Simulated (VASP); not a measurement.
**Bi2Te3 (Tellurobismuthite) with PBE: from relaxation to properties**

How well does PBE reproduce what experiment finds for Bi2Te3 (Tellurobismuthite)? The cell is relaxed first, and properties follow on it. The steps: full relaxation (PBE), second relaxation, density, ELF and potential (PBE), bands along the symmetry lines (PBE), density of states (PBE), zone-centre phonons (PBE), dielectric tensor and Born charges (PBE), independent-particle dielectric function (PBE) and bands along the symmetry lines (PBE + SOC). The start is a cell from a database of measured crystal structures.

Calculated with VASP 6.6.1; PBE; plane waves and PAW (Bi_d, Te).

The experiments to compare with:

For Bi2Te3, rhombohedral tetradymite-type layered structure (powder from self-flux grown single crystal, 300 K), “Unexplored photoluminescence from bulk and mechanically exfoliated few layers of Bi2Te3” (2018, pmc:6004008) gives, by powder XRD, Rietveld refinement: lattice constant a (a, hexagonal setting) 4.3866 ± 0.0002 Å [measurement temperature not stated; room temperature presumed]; lattice constant c (c, hexagonal setting) 30.4978 ± 0.0013 Å [measurement temperature not stated; room temperature presumed].

This is a report of a sequence of runs, with most program output left out.

**1. The structure**

Before any relaxation, the start is as follows. Symmetry: R-3m, No. 166, trigonal system. The conventional cell has a = 4.386 Å, b = 4.386 Å, c = 30.497 Å, α = 90.00°, β = 90.00°, γ = 120.00°. Nearest to Bi lie 6 Te at 3.07 to 3.25 Å. Nearest to Te lie 6 Bi at 3.25 Å. Nearest to Te lie 3 Bi at 3.07 Å. Farther neighbours and most contacts between anions are not listed.

**2. Full relaxation (PBE)**

Properties are meant for the cell that this level of theory prefers, so cell and atoms are relaxed first (ISIF = 3) until forces and stress are small; EDIFFG sets the threshold. PBE, the usual starting point, adds the gradient of the density.

The input, INCAR:

```
SYSTEM = Bi2Te3
PREC = Accurate
ENCUT = 400
EDIFF = 1E-06
NELM = 100
ISMEAR = 0
SIGMA = 0.05
LREAL = .FALSE.
ALGO = Normal
GGA = PE
NBANDS = 30
LORBIT = 11
LWAVE = .FALSE.
LCHARG = .FALSE.
KPAR = 4
IBRION = 2
NSW = 60
ISIF = 3
EDIFFG = -0.01
```

The input, POSCAR:

```
Bi2Te3
1.0
    2.1930000000      1.2661291403     10.1656666667
   -2.1930000000      1.2661291403     10.1656666667
    0.0000000000     -2.5322582807     10.1656666667
Bi Te
2 3
Direct
    0.4000000000      0.4000000000      0.4000000000
    0.6000000000      0.6000000000      0.6000000000
    0.0000000000      0.0000000000      0.0000000000
    0.2095000000      0.2095000000      0.2095000000
    0.7905000000      0.7905000000      0.7905000000
```

The input, KPOINTS:

```
Automatic mesh
0
Gamma
5 5 5
0 0 0
```

Potentials, in the order of the species: Bi_d and Te (PBE family, release 64).

Started as:

```console
mpirun -np 4 vasp_std
```

It took 21 min on 4 MPI ranks of Intel Xeon Platinum 8488C (Sapphire Rapids), shared host; peak memory 3.2 GiB.

The gap is read on the k-mesh alone, so it is an upper bound where the band edges lie off the mesh. The bonds form layers, held to each other by dispersion, which PBE lacks, so the spacing between them is unreliable. The run keeps the 12 symmetry operations of its start, so it cannot find a distortion of lower symmetry.

Relaxation path:

| step | energy less that of the first step (eV) | largest force (eV/Å) | pressure (GPa) | volume (Å³) |
| --- | --- | --- | --- | --- |
| 1 | 0.0000 | 0.0254 | 1.85 | 169.36 |
| 2 | -0.0245 | 0.3389 | -0.93 | 179.13 |
| 3 | -0.0347 | 0.2324 | 0.00 | 175.57 |
| 4 | -0.0396 | 0.1683 | -0.01 | 176.03 |
| 5 | -0.0429 | 0.1079 | 0.01 | 176.81 |
| 6 | -0.0449 | 0.0950 | 0.01 | 177.04 |
| 7 | -0.0501 | 0.0573 | -0.03 | 177.73 |
| 8 | -0.0561 | 0.0469 | -0.06 | 179.12 |
| 9 | -0.0543 | 0.1748 | -0.05 | 181.90 |
| 10 | -0.0574 | 0.0854 | -0.07 | 180.28 |
| 11 | -0.0585 | 0.0420 | 0.27 | 179.86 |
| 12 | -0.0587 | 0.0215 | 0.18 | 179.98 |
| 13 | -0.0595 | 0.0258 | -0.08 | 181.59 |
| 14 | -0.0596 | 0.0112 | 0.00 | 181.09 |
| 15 | -0.0596 | 0.0125 | 0.00 | 181.13 |
| 16 | -0.0596 | 0.0142 | -0.01 | 181.19 |
| 17 | -0.0596 | 0.0125 | -0.01 | 181.15 |
| 18 | -0.0597 | 0.0026 | -0.02 | 181.04 |

| conventional cell, symmetrised | before | after | change |
| --- | --- | --- | --- |
| a (Å) | 4.386 | 4.443 | +1.3 % |
| b (Å) | 4.386 | 4.443 | +1.3 % |
| c (Å) | 30.497 | 31.775 | +4.2 % |
| volume (Å³/atom) | 33.87 | 36.21 | +6.9 % |

The atoms that moved most (Å, as changes of fractional coordinates times the final cell):

| atom | dx | dy | dz | length |
| --- | --- | --- | --- | --- |
| Te5 | 0.000 | 0.000 | -0.162 | 0.162 |
| Te4 | 0.000 | 0.000 | 0.162 | 0.162 |
| Bi1 | 0.000 | 0.000 | -0.072 | 0.072 |
| Bi2 | 0.000 | 0.000 | 0.072 | 0.072 |

Final coordinates:

```xyz
5
Lattice="2.2213 1.2825 10.5916 -2.2213 1.2825 10.5916 0.0000 -2.5650 10.5916" Properties=species:S:1:pos:R:3 pbc="T T T"
Bi    0.0000    0.0000   12.6382
Bi    0.0000    0.0000   19.1366
Te    0.0000    0.0000    0.0000
Te    0.0000    0.0000    6.8188
Te    0.0000    0.0000   24.9561
```

Numbers from this step:

| Quantity | Value |
| --- | --- |
| electrons | 48 |
| bands | 30 |
| irreducible k-points | 19 |
| symmetry operations | 12 |
| free energy (TOTEN) | -18.39 eV |
| Fermi energy | 5.449 eV |
| pressure | -0.01556 GPa |
| metallic | no |
| valence top at k | 0, 0, 0 |
| conduction bottom at k | 0, 0, 0 |
| least direct gap at k | 0, 0, 0 |
| SCF cycles over all ionic steps | 130 |
| gap on the k-mesh | 0.4706 eV |
| least direct gap on the k-mesh | 0.4706 eV |

It ends with a largest force of 0.003 eV/Å and a pressure of -0.02 GPa. The volume lies +6.9 % from that of the database's start.

**3. Second relaxation**

A relaxation keeps the plane waves of the cell it began with, so it is repeated from the new cell, on a basis made for it.

INCAR is that of step 2.

The input, POSCAR:

```
Bi2Te3
1.0
    2.2213195491      1.2824794396     10.5916137924
   -2.2213195491      1.2824794396     10.5916137924
    0.0000000000     -2.5649588793     10.5916137924
Bi Te
2 3
Direct
    0.3977426370      0.3977426370      0.3977426370
    0.6022573630      0.6022573630      0.6022573630
    0.0000000000      0.0000000000      0.0000000000
    0.2145971817      0.2145971817      0.2145971817
    0.7854028183      0.7854028183      0.7854028183
```

KPOINTS is that of step 2.

Started as:

```console
mpirun -np 4 vasp_std
```

Elapsed: 4.7 min, on 4 MPI ranks; peak memory 3.3 GiB.

The steps of the relaxation:

| step | energy less that of the first step (eV) | largest force (eV/Å) | pressure (GPa) | volume (Å³) |
| --- | --- | --- | --- | --- |
| 1 | 0.0000 | 0.0045 | 0.07 | 181.04 |
| 2 | 0.0000 | 0.0164 | -0.04 | 181.43 |
| 3 | -0.0001 | 0.0100 | 0.00 | 181.29 |
| 4 | -0.0001 | 0.0110 | 0.00 | 181.31 |
| 5 | -0.0001 | 0.0117 | 0.00 | 181.33 |
| 6 | -0.0001 | 0.0108 | -0.01 | 181.35 |
| 7 | -0.0001 | 0.0089 | -0.01 | 181.43 |

| conventional cell, symmetrised | before | after | change |
| --- | --- | --- | --- |
| a (Å) | 4.443 | 4.443 | +0.0 % |
| b (Å) | 4.443 | 4.443 | +0.0 % |
| c (Å) | 31.775 | 31.836 | +0.2 % |
| volume (Å³/atom) | 36.21 | 36.29 | +0.2 % |

The relaxed structure:

```
Bi Te
1.0
     2.22160    1.28264   10.61197
    -2.22160    1.28264   10.61197
     0.00000   -2.56528   10.61197
Bi Te
2 3
Direct
  0.39774 0.39774 0.39774
  0.60226 0.60226 0.60226
  0.00000 0.00000 0.00000
  0.21466 0.21466 0.21466
  0.78534 0.78534 0.78534
```

This step gave:

* free energy (TOTEN): -18.40 eV
* Fermi energy: 5.430 eV
* pressure: -0.007135 GPa
* SCF cycles over all ionic steps: 43
* gap on the k-mesh: 0.4789 eV
* least direct gap on the k-mesh: 0.4789 eV

It ends with a largest force of 0.009 eV/Å and a pressure of -0.01 GPa.

**4. Density, ELF and potential (PBE)**

A single point on the relaxed cell gives a clean self-consistent state, with density, ELF and potential written out.

INCAR, as its differences from that of step 3:

```diff
@@ -13,7 +13,5 @@
 LWAVE = .FALSE.
-LCHARG = .FALSE.
-KPAR = 4
-IBRION = 2
-NSW = 60
-ISIF = 3
-EDIFFG = -0.01
+LCHARG = .TRUE.
+ISIF = 2
+LELF = .TRUE.
+LVHAR = .TRUE.
```

The input, POSCAR:

```
Bi2Te3
1.0
    2.2215988708      1.2826407060     10.6119677477
   -2.2215988708      1.2826407060     10.6119677477
    0.0000000000     -2.5652814122     10.6119677477
Bi Te
2 3
Direct
    0.3977415864      0.3977415864      0.3977415864
    0.6022584136      0.6022584136      0.6022584136
    0.0000000000      0.0000000000      0.0000000000
    0.2146622156      0.2146622156      0.2146622156
    0.7853377844      0.7853377844      0.7853377844
```

KPOINTS is that of step 3.

Started as:

```console
mpirun -np 4 vasp_std
```

Run time: 71 s. Hardware: 4 MPI ranks; peak memory 1.3 GiB.

This step gave:

| Property | Result |
| --- | --- |
| SCF cycles | 14 |
| bands | 32 |
| Fermi energy | 5.439 eV |
| pressure | -0.006449 GPa |

Valence electrons inside each PAW sphere by angular momentum. Sphere charges, by row:

| atom | s (e) | p (e) | d (e) | tot (e) |
| --- | --- | --- | --- | --- |
| Bi1 | 1.601 | 1.108 | 9.943 | 12.65 |
| Bi2 | 1.601 | 1.108 | 9.943 | 12.65 |
| Te3 | 1.382 | 1.971 | 0.02 | 3.373 |
| Te4 | 1.401 | 1.915 | 0.019 | 3.335 |
| Te5 | 1.401 | 1.915 | 0.019 | 3.335 |

Electrostatic potential energy in the ac plane of the cell as run, not the conventional one, at fractional y = 0.000, with atoms of Te within 0.2 Å of it. With pseudopotentials it is smooth inside the atoms' cores, unlike the true potential.

Ten even steps from '_' (-66 eV) to '@' (4 eV), each cell a mean:
```
______--%%@@@@@@@@@@@@@@@@@@@@@@@@@@@@@@@@@@@@@@@@@@@@@@%%++__
..______--%%@@@@@@@@@@@@@@@@@@@@@@@@@@@@@@@@@@@@@@@@@@@@@@@@**
##--______==%%@@@@@@@@@@@@@@@@%%@@@@@@@@@@@@@@@@@@@@@@@@@@@@@@
@@%%**::__..++%%@@@@@@@@@@@@@@%%%%%%%%@@@@@@@@@@@@@@@@@@@@@@@@
@@@@@@%%**==++##@@@@@@@@@@@@@@@@%%##**%%@@@@@@@@@@@@@@@@@@@@@@
@@@@@@@@@@%%####%%@@@@@@@@@@@@@@@@##++++**%%@@@@@@@@@@@@@@@@@@
@@@@@@@@@@@@@@%%%%@@@@@@@@@@@@@@@@@@##++--++%%@@@@@@@@@@@@@@@@
@@@@@@@@@@@@@@@@@@@@@@@@@@@@@@@@@@@@@@##++--==##@@@@@@@@@@@@@@
@@@@@@@@@@@@@@@@@@@@@@@@@@@@@@@@@@@@@@@@%%**==++##@@@@@@@@@@@@
@@@@@@@@@@@@@@@@@@@@@@@@@@@@@@@@@@@@@@@@@@%%##++++##@@@@@@@@@@
@@@@@@@@@@@@@@@@@@@@@@@@@@@@@@@@@@@@@@@@@@@@@@%%####%%@@@@@@@@
@@@@@@%%%%%%@@@@@@@@@@@@@@@@@@@@@@@@@@@@@@@@@@@@@@%%%%%%@@@@@@
@@@@@@@@%%%%%%%%@@@@@@@@@@@@@@@@@@@@@@@@@@@@@@@@@@@@@@%%@@@@@@
@@@@@@@@@@%%****%%@@@@@@@@@@@@@@@@@@@@@@@@@@@@@@@@@@@@@@@@@@@@
@@@@@@@@@@@@##++==**%%@@@@@@@@@@@@@@@@@@@@@@@@@@@@@@@@@@@@@@@@
@@@@@@@@@@@@@@##==--++%%@@@@@@@@@@@@@@@@@@@@@@@@@@@@@@@@@@@@@@
@@@@@@@@@@@@@@@@##++--++##@@@@@@@@@@@@@@@@@@@@@@@@@@@@@@@@@@@@
@@@@@@@@@@@@@@@@@@%%**==++##@@@@@@@@@@@@@@@@%%%%%%@@@@@@@@@@@@
@@@@@@@@@@@@@@@@@@@@%%##****%%@@@@@@@@@@@@@@@@%%****##@@@@@@@@
@@@@@@@@@@@@@@@@@@@@@@@@%%####%%@@@@@@@@@@@@@@%%**--::++##@@@@
@@@@@@@@@@@@@@@@@@@@@@@@@@@@%%%%%%@@@@@@@@@@@@@@%%++____..++%%
##@@@@@@@@@@@@@@@@@@@@@@@@@@@@@@@@@@@@@@@@@@@@@@@@%%--______::
..**@@@@@@@@@@@@@@@@@@@@@@@@@@@@@@@@@@@@@@@@@@@@@@@@%%--______
____==%%@@@@@@@@@@@@@@@@@@@@@@@@@@@@@@@@@@@@@@@@@@@@@@%%==____
```
Columns run along a (10.9 Å; values clipped at the 3rd and 97th percentile), rows up along c (10.9 Å). Atoms in or near the plane, at fractional coordinates: Te at (0.00, 0.00).

ELF in the ac plane of the cell as run, not the conventional one, at fractional y = 0.000, with atoms of Te within 0.2 Å of it. It is the smooth field of the valence electrons, not physical close to the nuclei.

Values, 13 rows by 16 columns, each cell a mean:
```
0.65 0.73 0.75 0.30 0.09 0.30 0.60 0.62 0.34 0.17 0.26 0.18 0.06 0.08 0.46 0.77
0.74 0.79 0.82 0.75 0.30 0.13 0.43 0.75 0.81 0.61 0.21 0.07 0.05 0.03 0.06 0.34
0.21 0.61 0.82 0.85 0.71 0.26 0.18 0.50 0.79 0.86 0.80 0.40 0.06 0.03 0.04 0.05
0.12 0.12 0.39 0.70 0.79 0.58 0.21 0.22 0.51 0.81 0.86 0.86 0.53 0.09 0.09 0.16
0.45 0.32 0.15 0.20 0.42 0.53 0.32 0.16 0.24 0.48 0.78 0.86 0.87 0.58 0.12 0.28
0.54 0.70 0.56 0.29 0.18 0.19 0.19 0.11 0.12 0.23 0.41 0.71 0.84 0.85 0.54 0.16
0.22 0.69 0.82 0.73 0.46 0.25 0.16 0.09 0.08 0.12 0.19 0.30 0.57 0.77 0.79 0.44
0.27 0.26 0.77 0.86 0.81 0.60 0.32 0.18 0.12 0.20 0.26 0.19 0.19 0.37 0.60 0.63
0.34 0.12 0.27 0.79 0.87 0.84 0.68 0.34 0.19 0.23 0.54 0.59 0.37 0.15 0.18 0.34
0.11 0.10 0.04 0.23 0.73 0.87 0.85 0.70 0.34 0.17 0.38 0.76 0.81 0.64 0.27 0.09
0.11 0.04 0.03 0.03 0.14 0.58 0.84 0.84 0.68 0.30 0.15 0.50 0.83 0.84 0.78 0.47
0.61 0.18 0.04 0.05 0.08 0.10 0.34 0.71 0.78 0.60 0.23 0.14 0.54 0.82 0.76 0.78
0.71 0.70 0.25 0.05 0.14 0.32 0.29 0.19 0.41 0.59 0.43 0.14 0.12 0.53 0.79 0.63
```
Columns run along a (10.9 Å), rows up along c (10.9 Å). Atoms in or near the plane, at fractional coordinates: Te at (0.00, 0.00).

Valence density in the ac plane of the cell as run, not the conventional one, at fractional y = 0.000, with atoms of Te within 0.2 Å of it. It is the smooth field of the valence electrons, not physical close to the nuclei.

Values in e/Å³, 13 rows by 16 columns, each cell a mean:
```
 0.00  0.22  0.34  0.10  0.05  0.07  0.13  0.14  0.09  0.06  0.06  0.05  0.03  0.04  0.15  0.36
 0.34  0.36  0.46  0.34  0.11  0.06  0.12  0.24  0.29  0.17  0.06  0.03  0.03  0.02  0.03  0.10
 0.07  0.23  0.44  0.48  0.27  0.10  0.08  0.17  0.36  0.44  0.29  0.09  0.03  0.02  0.03  0.03
 0.04  0.06  0.14  0.26  0.28  0.17  0.09  0.10  0.20  0.42  0.51  0.37  0.13  0.03  0.03  0.04
 0.09  0.08  0.07  0.09  0.13  0.13  0.09  0.08  0.11  0.21  0.41  0.52  0.41  0.15  0.05  0.06
 0.11  0.18  0.17  0.11  0.09  0.08  0.07  0.06  0.07  0.11  0.18  0.33  0.45  0.36  0.14  0.06
 0.07  0.18  0.33  0.30  0.19  0.12  0.08  0.05  0.05  0.06  0.09  0.13  0.21  0.30  0.24  0.11
 0.07  0.08  0.25  0.46  0.44  0.27  0.14  0.09  0.06  0.07  0.09  0.09  0.09  0.12  0.16  0.13
 0.07  0.04  0.07  0.26  0.49  0.50  0.32  0.15  0.09  0.09  0.13  0.17  0.13  0.08  0.07  0.08
 0.04  0.03  0.03  0.05  0.22  0.46  0.49  0.30  0.14  0.09  0.12  0.26  0.35  0.24  0.10  0.05
 0.05  0.03  0.02  0.02  0.04  0.15  0.35  0.40  0.24  0.11  0.08  0.17  0.42  0.50  0.38  0.16
 0.23  0.06  0.03  0.03  0.03  0.04  0.09  0.21  0.25  0.16  0.07  0.06  0.19  0.45  0.30  0.36
 0.19  0.30  0.08  0.03  0.04  0.06  0.07  0.07  0.10  0.12  0.09  0.05  0.05  0.18  0.38 -0.08
```
Columns run along a (10.9 Å), rows up along c (10.9 Å). Atoms in or near the plane, at fractional coordinates: Te at (0.00, 0.00).

In this run the pressure is -0.01 GPa, small enough to go on.

**5. Bands along the symmetry lines (PBE)**

Levels along the symmetry lines show where the bands peak and cross; KPOINTS_OPT computes them in the converged potential.

The input, INCAR:

```
SYSTEM = Bi2Te3
PREC = Accurate
ENCUT = 400
EDIFF = 1E-06
NELM = 100
ISMEAR = 0
SIGMA = 0.05
LREAL = .FALSE.
ALGO = Normal
GGA = PE
NBANDS = 39
LORBIT = 11
LWAVE = .FALSE.
LCHARG = .FALSE.
KPAR = 4
```

POSCAR is that of step 4.

KPOINTS is that of step 4.

The input, KPOINTS_OPT:

```
Line mode
16
Line-mode
Reciprocal
  0.00000000   0.00000000   0.00000000 GAMMA
  0.50000000   0.00000000   0.00000000 L

  0.50000000   0.00000000   0.00000000 L
  0.50000000   0.17640595  -0.17640595 B1

  0.82359405   0.50000000   0.17640595 B
  0.50000000   0.50000000   0.50000000 Z

  0.50000000   0.50000000   0.50000000 Z
  0.00000000   0.00000000   0.00000000 GAMMA

  0.00000000   0.00000000   0.00000000 GAMMA
  0.33820297   0.00000000  -0.33820297 X

  0.66179703   0.33820297   0.00000000 Q
  0.50000000   0.50000000   0.00000000 F

  0.50000000   0.50000000   0.00000000 F
  0.66179703   0.66179703   0.17640595 P1

  0.66179703   0.66179703   0.17640595 P1
  0.50000000   0.50000000   0.50000000 Z

  0.50000000   0.00000000   0.00000000 L
  0.82359405   0.33820297   0.33820297 P
```

Started as:

```console
mpirun -np 4 vasp_std
```

It took 6.8 min on 4 MPI ranks; peak memory 2.8 GiB; 27 min of CPU time.

Spin-orbit coupling is off here; with elements this heavy it splits and shifts levels by tenths of an eV or more.

Numbers from this step:

```yaml
bands: 39
fermi_energy: 5.425 eV
pressure: -0.007724 GPa
least_gap_on_mesh_and_path: 0.4788 eV
least_direct_gap_on_mesh_and_path: 0.4789 eV
```

The electronic bands at the labelled points (eV, zero at the valence-band top; v1 is the highest filled band, c1 the lowest empty one):

| point | v4 | v3 | v2 | v1 | c1 | c2 | c3 | c4 |
| --- | --- | --- | --- | --- | --- | --- | --- | --- |
| Γ | -1.33 | -0.64 | -0.64 | 0.00 | 0.48 | 1.03 | 1.03 | 2.03 |
| 0.47 of the way | -1.47 | -0.78 | -0.69 | -0.39 | 1.18 | 1.66 | 1.74 | 2.55 |
| L | -2.42 | -1.77 | -0.73 | -0.48 | 0.86 | 1.55 | 2.69 | 2.98 |
| 0.53 of the way | -2.09 | -1.66 | -1.29 | -1.04 | 2.19 | 2.24 | 2.67 | 3.02 |
| B1 | -2.34 | -1.45 | -0.77 | -0.58 | 1.48 | 1.83 | 2.52 | 3.44 |
| jump to B | -2.34 | -1.45 | -0.77 | -0.58 | 1.48 | 1.83 | 2.52 | 3.44 |
| 0.47 of the way | -1.40 | -1.23 | -0.85 | -0.82 | 1.69 | 2.04 | 2.15 | 2.48 |
| Z | -1.20 | -0.77 | -0.77 | -0.28 | 0.79 | 1.29 | 1.29 | 1.89 |
| 0.47 of the way | -1.25 | -0.71 | -0.71 | -0.17 | 0.66 | 1.16 | 1.16 | 1.96 |
| Γ | -1.33 | -0.64 | -0.64 | 0.00 | 0.48 | 1.03 | 1.03 | 2.03 |
| 0.47 of the way | -1.92 | -0.61 | -0.49 | -0.29 | 1.04 | 1.58 | 1.67 | 2.71 |
| X | -2.58 | -1.35 | -0.94 | -0.53 | 1.45 | 2.19 | 2.22 | 3.65 |
| jump to Q | -2.58 | -1.35 | -0.94 | -0.53 | 1.45 | 2.19 | 2.22 | 3.65 |
| 0.53 of the way | -2.50 | -0.84 | -0.53 | -0.51 | 1.25 | 1.33 | 1.66 | 3.33 |
| F | -1.64 | -1.52 | -1.05 | -0.87 | 1.33 | 1.52 | 2.14 | 2.81 |
| 0.47 of the way | -1.81 | -1.35 | -1.03 | -0.91 | 1.38 | 1.49 | 2.09 | 2.82 |
| P1 | -2.04 | -1.12 | -1.01 | -0.96 | 1.36 | 1.55 | 1.94 | 2.84 |
| 0.47 of the way | -1.91 | -1.11 | -0.66 | -0.38 | 1.11 | 1.57 | 2.15 | 2.76 |
| Z | -1.20 | -0.77 | -0.77 | -0.28 | 0.79 | 1.29 | 1.29 | 1.89 |
| jump to L | -2.42 | -1.77 | -0.73 | -0.48 | 0.86 | 1.55 | 2.69 | 2.98 |
| 0.53 of the way | -2.35 | -1.47 | -0.81 | -0.70 | 1.06 | 1.69 | 2.15 | 2.92 |
| P | -2.04 | -1.12 | -1.01 | -0.96 | 1.36 | 1.55 | 1.94 | 2.84 |

The largest weight of each band there:

| point | v4 | v3 | v2 | v1 | c1 | c2 | c3 | c4 |
| --- | --- | --- | --- | --- | --- | --- | --- | --- |
| Γ | Te 0.67 | Te 0.95 | Te 0.95 | Te 0.80 | Bi 0.69 | Bi 0.67 | Bi 0.67 | Bi 0.53 |
| L | Te 0.61 | Te 0.86 | Te 0.95 | Te 0.84 | Bi 0.65 | Bi 0.60 | Te 0.57 | Te 0.59 |
| B1 | Te 0.56 | Te 0.89 | Te 0.89 | Te 0.83 | Bi 0.56 | Bi 0.60 | Te 0.53 | Bi 0.53 |
| B | Te 0.56 | Te 0.89 | Te 0.89 | Te 0.83 | Bi 0.56 | Bi 0.60 | Te 0.53 | Bi 0.53 |
| Z | Te 0.61 | Te 0.95 | Te 0.95 | Te 0.64 | Te 0.54 | Bi 0.60 | Bi 0.60 | Bi 0.60 |
| Γ | Te 0.67 | Te 0.95 | Te 0.95 | Te 0.80 | Bi 0.69 | Bi 0.67 | Bi 0.67 | Bi 0.53 |

The path finds the gap of the mesh within 0.02 eV, so the mesh comes close to both band edges.

[end of part 1 of 2]

[Lines on the potential files, build, host, timing and source positions are cut from VASP's logs without a mark.]

[Logs are printed without paths, hosts, clocks, repeated set-up lines and the standing remarks that a program may print on its own settings, such as how far it seeks lower states.]

[Hosts, paths, dates, database ids (printed as entryN), source tags and the programs' standing remarks are cut or masked in the printed files.]

[Measured values are set beside computed ones only where the two were judged alike; some that the calculation misses by far are left out.]

[In band tables of VASP the shares of atoms and orbitals are scaled to a sum of 1 inside the atoms' spheres.]
